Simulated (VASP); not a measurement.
An input for Ansatz (written as the equivalent of a VASP run, and not itself run):

Ansatz 0.2 input:
```yaml
crystal:
  lattice:
    - [2.8789744, 0.0000000, 0.0000000]
    - [0.0000000, 2.8789744, 0.0000000]
    - [0.0000000, 0.0000000, 2.8789744]
  atoms:
    - { symbol: Ga, position: [0.5000000, 0.5000000, 0.5000000] }
    - { symbol: Co, position: [0.0000000, 0.0000000, 0.0000000] }
kpoints:
  mp_grid: { grid: [13, 13, 13] }
hamiltonian:
  xc: pbe
  pseudopotentials: { kind: paw }
scf:
  occupations: { method: methfessel_paxton, width: 0.1 }
  max_iter: 100
relax:
  max_steps: 40
  f_tol: 0.02
  cell: {}
output: { forces: true, stress: true, eigenvalues: true }
```

Write the VASP files for the same calculation (PBE).

Several could match; the one computed here: 
INCAR:
```
# general
SYSTEM  = CoGa
PREC    = Accurate
ENCUT   = 500
LREAL   = F
LASPH   = T

# electronic loop
EDIFF   = 1E-6
NELM    = 100
ALGO    = Normal
LMAXMIX = 4

# smearing
ISMEAR  = 1
SIGMA   = 0.1

# functional
GGA     = PE

# ions
IBRION  = 2
NSW     = 40
ISIF    = 3
EDIFFG  = -0.02

# output
LWAVE   = F
LCHARG  = F
```

KPOINTS:
```
K-points
0
Gamma
 13 13 13
0 0 0
```

POSCAR:
```
CoGa
1.0
  2.8789744467   0.0000000000   0.0000000000
  0.0000000000   2.8789744467   0.0000000000
  0.0000000000   0.0000000000   2.8789744467
Ga Co
1 1
Cart
  1.4394872234   1.4394872234   1.4394872234
  0.0000000000   0.0000000000   0.0000000000
```

POTCAR, in this order: Ga_d Co (PBE.64 set). Program: vasp_std.

The two are equivalent in intent, not identical: each code has its own PAW files, so the cut-off isn't converted (ENCUT is set for VASP's; basis.ecutwfc is left out, and Ansatz then takes the one that its files recommend); Ansatz stops its SCF on the density residual and VASP on the energy change (EDIFF).

The compound is CoGa in the CsCl type structure. This run relaxes it. Symmetry was kept, so distortions that lower it aren't found.
